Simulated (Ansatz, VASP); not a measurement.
## SbPt14 (Pt(110)-(1x3)-Sb surface alloy) in two plane-wave programs

Aim: how closely do two programs agree when they are given the same cell, functional and k mesh? The cell is taken from a series of runs on this material, whose earlier steps may have relaxed, scaled, displaced or heated it; both programs get it as it stands.

Program: Ansatz 0.2.0. Level of theory: plane waves, with VASP 6.6.1 beside it; single point at RPBE. Results are calculated unless marked as measured.

## 1. The starting structure

The cell holds 15 atoms: 14 Pt and 1 Sb. Cell: a = 11.760 Å, b = 2.772 Å, c = 22.892 Å, α = 90.0°, β = 90.0°, γ = 90.0°. Vacuum lies along c.

## 2. Ansatz: single point, RPBE

Ansatz runs on its default PAW (the set named soft_2) files.

A single point gives forces, pressure and levels at one fixed geometry, so differences don't come from the geometry; what else differs is listed under the comparison.

input.yaml reads:

```yaml
crystal:
  lattice:
    - [11.76, 0.0, 0.0]
    - [0.0, 2.7718585823, 0.0]
    - [0.0, 0.0, 22.8917171645]
  atoms:
    - { symbol: Pt, position: [1.7e-09, 0.0, 0.3713133418] }
    - { symbol: Pt, position: [0.3333333317, 0.0, 0.3713133418] }
    - { symbol: Pt, position: [0.6666666667, 0.0, 0.3713133418] }
    - { symbol: Pt, position: [0.1666666667, 0.5, 0.4318561696] }
    - { symbol: Pt, position: [0.5000000017, 0.5, 0.4318561696] }
    - { symbol: Pt, position: [0.8333333317, 0.5, 0.4318561696] }
    - { symbol: Pt, position: [-0.001735702, 0.0, 0.4919512235] }
    - { symbol: Pt, position: [0.3350690354, 0.0, 0.4919512235] }
    - { symbol: Pt, position: [0.6666666667, 0.0, 0.494166192] }
    - { symbol: Pt, position: [0.1666666667, 0.5, 0.5575542028] }
    - { symbol: Pt, position: [0.5097161674, 0.5, 0.5617050003] }
    - { symbol: Pt, position: [0.8236171659, 0.5, 0.5617050003] }
    - { symbol: Pt, position: [-0.0024796387, 0.0, 0.6088838456] }
    - { symbol: Pt, position: [0.335812972, 0.0, 0.6088838456] }
    - { symbol: Sb, position: [0.6666666667, 0.0, 0.6263945343] }
kpoints:
  mp_grid: { grid: [6, 22, 1] }
hamiltonian:
  xc: rpbe
scf:
  occupations: { method: fermi_dirac, width: 0.05 }
  convergence: { dr2_threshold: 1.0e-09 }
  n_extra_bands: 30
efield:
  axis: 3
  dipole_correction: true
  ramp_position: 0.97
  ramp_width: 0.06
output:
  band_densities: [{ e_range: [-1.0, 0] }, { e_range: [0, 1.0] }]
  write_potential: true
  write_density: true
  volumetric_format: npy
```

Launch:

```console
> ansatz run input.yaml --threads 4 --pin off --max-ram 12288MiB --backend cpu --events-out ev --progress --plain --runs-dir out
```

Numbers of over 12 decimals in the logs are rounded to 6 here.

The log of the run:

```text
scf.n_extra_bands = 30 over 134 filled bands (N_el = 267.0): the run solves 164 bands
Engine: ansatz 0.2.0, aarch64-unknown-linux-gnu
Pseudopotentials: kind: paw
Pseudopotential: Pt, paw, valence charge 18, recommended cutoff 420 eV (normal), Pt.paw.azcp
Pseudopotential: Sb, paw, valence charge 15, recommended cutoff 420 eV (normal), Sb.paw.azcp
Functional definition: RPBE
  parameter kappa = 0.804
  parameter beta = 0.066725
  exchange = rpbe_x(kappa = kappa, mu = beta*pi^2/3)
  correlation = pbe_c(beta = beta)
Crystal: 15 atoms, lattice volume = 746.203 Å³
Basis set: ecut = 420 eV, 14631 PW (Γ)
Bands: 164, of which v1, the nominal top of the filled ones, is band 134 counted from 1 (133 counted from 0)
Symmetry: 4 space group operations
Space group: Pmm2 (ITA 25), of the structure as read, at distance tolerance 9.1e-5 Å
k-points: 48 of 132
Non-local potential: Pt, projectors of the file, l = 0: 3, l = 1: 2, l = 2: 2, l = 3: 1
Non-local potential: Sb, projectors of the file, l = 0: 2, l = 1: 2, l = 2: 2, l = 3: 2
PAW form: soft (Blöchl's): semilocal exchange-correlation on the pseudo side does not see the compensation charge
PAW frozen core: Pt, regenerated for the run's functional, and the local potential with it (the file was generated under x = pbe(κ = 0.804, μ = 0.219515), c = pbe(β = 0.066725))
PAW frozen core: Sb, regenerated for the run's functional, and the local potential with it (the file was generated under x = pbe(κ = 0.804, μ = 0.219515), c = pbe(β = 0.066725))
PAW one-centre angular grid: Pt, 590 points (default); XC on 64 Gauss nodes
PAW one-centre angular grid: Sb, 590 points (default); XC on 64 Gauss nodes
Initial density: superposition of atomic densities (neutral atoms: chi_scale 0, normalization atom), corrected by the library's trained network
Initial wavefunctions: pseudopotential atomic-orbital guess
Functional: x = rpbe, c = pbe(β = 0.066725)
SCF iter   1: F=—  HF=-182003.053675 eV  |F-HF|=—  |Δ(HF+E_count)|=         —  Δρ=1.00e-2  dr2=6.46e0  ethr=1.77e-3  p=0.064 e·Å  D=1.54e-2 V/Å  ΔV_dip=-0.35 eV  dr2_dipole=1.77e0  V_vac-E_F(+/−)=4.55/4.90 eV  ⟨swp⟩=8.0  Hψ=33721  notcnv=0  defer=467
efield: sawtooth ramp at fractional position 0.9700 (set: `efield.ramp_position`, or a place that a band, a saddle search or an elastic batch's reference lends), width 0.0600; the density the first Hamiltonian is built on has a dipole p = 0.064 e·Å; the dipole correction subtracts the counter field D = 1.54e-2 V/Å, which shifts the + side's vacuum level by -0.35 eV against the − side's; the planar-averaged density in the ramp window peaks in size at 5.6e-6 e/Å³
preconditioner: auto → LDOS  [metal: Δε(μ)=0.003 eV  Ē_g=7.321 eV  σ=0.050 eV  W_gap=0.01  n_scr=126 (ndim 8)  ℏωp=16.4 eV  f_vac=0.618  D(μ)=26.12/eV (n_scr^D=180)  β→1.0]
SCF iter   2: F=—  HF=-182002.947600 eV  |F-HF|=—  |Δ(HF+E_count)|=   1.06e-1  Δρ=4.52e-3  dr2=2.42e-1  ethr=1.77e-3  p=0.080 e·Å  D=1.94e-2 V/Å  ΔV_dip=-0.44 eV  dr2_dipole=2.60e-2  V_vac-E_F(+/−)=4.60/5.04 eV  ⟨swp⟩=1.9  Hψ=9347  notcnv=0  defer=814
SCF iter   3: F=—  HF=-182002.942514 eV  |F-HF|=—  |Δ(HF+E_count)|=   5.09e-3  Δρ=2.71e-3  dr2=2.73e-1  ethr=9.06e-5  p=0.090 e·Å  D=2.18e-2 V/Å  ΔV_dip=-0.50 eV  dr2_dipole=4.65e-2  V_vac-E_F(+/−)=4.52/5.02 eV  ⟨swp⟩=2.0  Hψ=11691  notcnv=0  defer=833
SCF iter   4: F=—  HF=-182002.926672 eV  |F-HF|=—  |Δ(HF+E_count)|=   1.58e-2  Δρ=1.10e-3  dr2=1.66e-2  ethr=9.06e-5  p=0.094 e·Å  D=2.29e-2 V/Å  ΔV_dip=-0.52 eV  dr2_dipole=2.41e-4  V_vac-E_F(+/−)=4.54/5.06 eV  ⟨swp⟩=2.0  Hψ=10745  notcnv=0  defer=833
SCF iter   5: F=—  HF=-182002.925135 eV  |F-HF|=—  |Δ(HF+E_count)|=   1.54e-3  Δρ=5.00e-4  dr2=6.08e-3  ethr=6.22e-6  p=0.097 e·Å  D=2.35e-2 V/Å  ΔV_dip=-0.54 eV  dr2_dipole=1.59e-5  V_vac-E_F(+/−)=4.53/5.07 eV  ⟨swp⟩=2.6  Hψ=11817  notcnv=0  defer=833
SCF iter   6: F=—  HF=-182002.924840 eV  |F-HF|=—  |Δ(HF+E_count)|=   2.95e-4  Δρ=2.88e-4  dr2=1.80e-3  ethr=2.28e-6  p=0.099 e·Å  D=2.39e-2 V/Å  ΔV_dip=-0.55 eV  dr2_dipole=9.37e-7  V_vac-E_F(+/−)=4.53/5.07 eV  ⟨swp⟩=2.2  Hψ=9637  notcnv=0  defer=833
SCF iter   7: F=—  HF=-182002.924763 eV  |F-HF|=—  |Δ(HF+E_count)|=   7.66e-5  Δρ=1.49e-4  dr2=3.67e-4  ethr=6.73e-7  p=0.099 e·Å  D=2.41e-2 V/Å  ΔV_dip=-0.55 eV  dr2_dipole=2.20e-6  V_vac-E_F(+/−)=4.53/5.08 eV  ⟨swp⟩=2.3  Hψ=9978  notcnv=0  defer=833
SCF iter   8: F=—  HF=-182002.924788 eV  |F-HF|=—  |Δ(HF+E_count)|=   2.47e-5  Δρ=6.18e-5  dr2=1.04e-4  ethr=1.37e-7  p=0.100 e·Å  D=2.42e-2 V/Å  ΔV_dip=-0.55 eV  dr2_dipole=1.00e-5  V_vac-E_F(+/−)=4.53/5.08 eV  ⟨swp⟩=1.9  Hψ=9051  notcnv=0  defer=833
SCF iter   9: F=—  HF=-182002.924796 eV  |F-HF|=—  |Δ(HF+E_count)|=   8.29e-6  Δρ=3.00e-5  dr2=1.97e-5  ethr=3.90e-8  p=0.099 e·Å  D=2.41e-2 V/Å  ΔV_dip=-0.55 eV  dr2_dipole=1.39e-6  V_vac-E_F(+/−)=4.53/5.08 eV  ⟨swp⟩=1.6  Hψ=8261  notcnv=0  defer=833
[...]
SCF converged after 15 iterations
Free energy (F): -182002.924267 eV
Harris-Foulkes:  -182002.924267 eV  (|F-HF|=2.91e-10)
Internal energy: -182002.702513 eV  (E = F + TS)
E sigma→0 (E₀):  -182002.813390 eV
Entropy (-TS):   -0.221754 eV (-14.784 meV/atom)
Fermi energy:    3.733570 eV
Dipole field:    D = 0.024036 V/Å  (p = 0.099118 e·Å, saw-weighted, corrected)
Work function:   Φ+ = 4.5324 eV   Φ− = 5.0826 eV
Levels:          The Fermi level and band energies are counted from a zero that moves with the ramp; work functions are not
--- Per-component energies (eV) ---
  E_band       = -6911.598102
  E_kinetic    = 9129.994144
  E_local      = -388442.107720  (includes V_loc(G=0)·N_el)
  E_nonlocal   = 3157.701703
  E_hartree    = 189045.688627
  E_xc         = -3799.170035
  E_vxc        = -4322.414912  (∫ρ·V_xc dr)
  E_paw        = -137134.276744  (= ΣΔE_a)
  E_vpaw       = -4527.224193  (= ΣTr[D̂ρ^β])
  E_aug_tail   = 0.002863  (compensation charges beyond the density's cutoff)
  E_efield     = 0.001191  (sawtooth field / dipole correction)
  E_vefield    = 1.075594  (∫n·V_field dr)
  E_ewald      = 146039.995777
  E_core_change = -0.532320  (= ΣΔE_core)
  E_smearing   = -0.221754  (= −TS)
  E_closure    = 0.000000  (closes the sum)
  Σ components = -182002.924267   (vs F -182002.924267, Δ=0.00e0)
--- Band table (eV; the first three rows and the last of 48) ---
  k-point 0: bands = [... 130 lower, 3.4301, 3.5207, 3.5485, 3.6631, 3.6655, 3.7141, 3.7253, 3.7751, ... 26 higher]
  k-point 1: bands = [... 130 lower, 3.3305, 3.4201, 3.5449, 3.6014, 3.6855, 3.7292, 3.7421, 3.8554, ... 26 higher]
  k-point 2: bands = [... 130 lower, 3.2383, 3.4701, 3.4951, 3.5798, 3.6143, 3.6309, 3.7397, 3.7519, ... 26 higher]
  k-point 47: bands = [... 130 lower, 3.9230, 4.0348, 4.0379, 4.5412, 5.0712, 5.2538, 5.7807, 5.8318, ... 26 higher]
--- Band densities, each state counted as filled ---
  window                                       electrons  max residual (eV)  cut levels
  e_range: [-1, 0]                             24.136364             4.0e-6           0
  e_range: [0, 1]                              11.651515             5.0e-4           0
```

The column dr2 measures how far the density is from self-consistency, as an energy; F and HF (Harris–Foulkes) agree once it is small.

(Part 1 of 2 ends here.)

[Lines on the potential files, build, host, timing and source positions are cut from VASP's logs without a mark.]

[Logs are printed without paths, hosts, clocks, repeated set-up lines and the standing remarks that a program may print on its own settings, such as how far it seeks lower states.]

[Hosts, paths, dates, database ids (printed as entryN), source tags and the programs' standing remarks are cut or masked in the printed files.]
